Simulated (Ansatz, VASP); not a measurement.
# Cross-check of Sr2SO (CuAu-ordered zincblende type (invented)) between VASP and Ansatz, part 2 of 2

Aim: how closely do two programs agree when they are given the same cell, functional and k mesh? The cell is generated by rule, not measured, and may not be a known phase. The cell is taken from a series of runs on this material, whose earlier steps may have relaxed, scaled, displaced or heated it; both programs get it as it stands.

VASP 6.6.1 and Ansatz 0.2.0.

So far: Starting point; Ansatz: relaxation of cell and atoms, LDA; VASP: relaxation of cell and atoms, LDA.

## Step 3: VASP: relaxation of cell and atoms, LDA (continued)

Level of this step: LDA; plane waves and PAW (O, S, Sr_sv); invented cell (VASP).

Numbers of over 12 decimals in the logs are rounded to 6 here.

From OUTCAR (step 3):

```text
ion  position               nearest neighbor table
   1  0.000  0.000  0.000-   4 2.41   4 2.41   3 2.41   3 2.41
   2  0.500  0.500  0.500-   3 2.87   3 2.87   4 2.87   4 2.87   4 3.36   4 3.36   3 3.36   3 3.36

  LATTYP: Found a simple tetragonal cell.
 ALAT       =     4.7525350000
 C/A-ratio  =     0.8387765687

 Subroutine GETGRP returns: Found  8 space group operations
 (whereof  8 operations were pure point group operations)

The static configuration has the point symmetry D_2d.

 Found     50 irreducible k-points:

   k-points           NKPTS =     50   k-points in BZ     NKDIM =     50   number of bands    NBANDS=     22

   dimension x,y,z NGX =    40 NGY =   40 NGZ =   32
   dimension x,y,z NGXF=    80 NGYF=   80 NGZF=   64

   ENCUT  =  600.0 eV  44.10 Ry    6.64 a.u.   9.49  9.49  7.96*2*pi/ulx,y,z

   NELECT =      32.0000    total number of electrons

 k-points in reciprocal lattice and weights: Automatic mesh
   0.00000000  0.00000000  0.00000000       0.003
   0.16666667  0.00000000  0.00000000       0.014
   0.33333333  0.00000000  0.00000000       0.014
   0.50000000  0.00000000  0.00000000       0.007
   0.16666667  0.16666667  0.00000000       0.014
   0.33333333  0.16666667  0.00000000       0.028
   0.50000000  0.16666667  0.00000000       0.014
   0.33333333  0.33333333  0.00000000       0.014
   0.50000000  0.33333333  0.00000000       0.014
[...]
0.50000000  0.33333333  0.50000000       0.014
   0.50000000  0.50000000  0.50000000       0.003

 average (electrostatic) potential at core
       1 -71.5763       2 -88.5420       3 -37.0642       4 -37.0642

 E-fermi :   2.8286

 k-point     1 :       0.0000    0.0000    0.0000
  band No.  band energies     occupation
    ...
     12       0.6170      2.00000
     13       0.7131      2.00000
     14       1.5416      2.00000
     15       1.6454      2.00000
     16       1.6454      2.00000
     17       3.9388      0.00000
     18       4.8838      0.00000
     19       5.0297      0.00000
     20       5.4681      0.00000
     21       7.1970      0.00000
    ...

 k-point     2 :       0.1667    0.0000    0.0000
  band No.  band energies     occupation
    ...
     12       0.6054      2.00000
     13       0.7048      2.00000
     14       1.1436      2.00000
     15       1.5563      2.00000
     16       1.6225      2.00000
     17       4.1434      0.00000
     18       5.1713      0.00000
     19       5.3316      0.00000
     20       5.7304      0.00000
     21       7.2894      0.00000
    ...

 k-point     3 :       0.3333    0.0000    0.0000
  band No.  band energies     occupation
    ...
     12       0.4954      2.00000
     13       0.5814      2.00000
     14       0.6359      2.00000
     15       1.4072      2.00000
     16       1.4843      2.00000
     17       4.6381      0.00000
     18       5.4308      0.00000
     19       6.0049      0.00000
     20       6.4040      0.00000
     21       7.4563      0.00000
    ...

  Total       -0.0045519     -0.0045519      0.0167442      0.0000000      0.0000000      0.0000000
  in kB       -0.0805604     -0.0805604      0.2963424      0.0000000      0.0000000      0.0000000
  external PRESSURE =       0.0450738 kB  Pullay stress =       0.0000000 kB

  energy-cutoff  :      600.00
  volume of cell :       90.53
      direct lattice vectors                 reciprocal lattice vectors
     4.766438472  0.000000000  0.000000000     0.209800254  0.000000000  0.000000000
     0.000000000  4.766438472  0.000000000     0.000000000  0.209800254  0.000000000
     0.000000000 -0.000000000  3.984685884     0.000000000  0.000000000  0.250960811

 POSITION                                       TOTAL-FORCE (eV/Angst)
 -----------------------------------------------------------------------------------
      0.00000      4.76644      0.00000        -0.000000      0.000000      0.000000
      2.38322      2.38322      1.99234         0.000000     -0.000000      0.000000
      4.76644      2.38322      0.38015        -0.000000     -0.000000      0.004938
      2.38322     -0.00000      3.60453         0.000000      0.000000     -0.004938
 -----------------------------------------------------------------------------------
    total drift:                                0.000000      0.000000     -0.000000

  FREE ENERGIE OF THE ION-ELECTRON SYSTEM (eV)
  ---------------------------------------------------
  free  energy   TOTEN  =       -23.3732405281 eV

  energy  without entropy=      -23.3732405281  energy(sigma->0) =      -23.37324053

 reached required accuracy - stopping structural energy minimisation

 total charge
# of ion       s       p       d       tot
------------------------------------------
    1        1.545   3.402   0.000   4.947
    2        1.316   2.455   0.000   3.771
    3        2.019   5.793   0.274   8.086
    4        2.019   5.793   0.274   8.086
--------------------------------------------------
tot          6.899  17.443   0.547  24.889

[... 3 further parts left out ...]
```

CONTCAR:

```
Sr2SO
   1.00000000000000
     4.7664384722102122    0.0000000000000000    0.0000000000000000
     0.0000000000000000    4.7664384722102122    0.0000000000000000
     0.0000000000000000   -0.0000000000000000    3.9846858836609971
  O               S               Sr
     1     1     2
Direct
     0.0000000000000000    1.0000000000000000    0.0000000000000000
     0.5000000000000000    0.5000000000000000    0.5000000000000000
     1.0000000000000000    0.5000000000000000    0.0954034655418879
     0.5000000000000000    0.0000000000000000    0.9045965345581138
```

## Step 4: Side by side

Known differences besides the potentials themselves: the cutoff is 420 eV in Ansatz and 600 eV in VASP; VASP's log shows a relativistic correction to its local exchange, Ansatz's none; Ansatz adds a Pulay correction to the stress that steers its cell, VASP none. Total energies have different zeros and are not compared.

The two programs side by side:

| quantity | Ansatz | VASP | difference |
| --- | --- | --- | --- |
| volume (Å³) | 90.04 | 90.53 | -0.54 % |
| edge a after relaxation, in the typed setting (Å) | 4.753 | 4.766 | -0.29 % |
| edge c after relaxation, in the typed setting (Å) | 3.986 | 3.985 | +0.04 % |

## Step 5: What came out

```
difference in volume (relaxation of cell and atoms, LDA) : -0.54 %
```

What this shows: The difference in volume is -0.54 % (relaxation of cell and atoms, LDA), within the 1.2 % picked in this series as the mark of a large difference, as far as the stopping tolerances let one tell. Such differences can come from data sets, numerical settings and the points named under the comparisons, not from the functional's error against experiment.

[Lines on the potential files, build, host, timing and source positions are cut from VASP's logs without a mark.]

[Logs are printed without paths, hosts, clocks, repeated set-up lines and the standing remarks that a program may print on its own settings, such as how far it seeks lower states.]

[Hosts, paths, dates, database ids (printed as entryN), source tags and the programs' standing remarks are cut or masked in the printed files.]
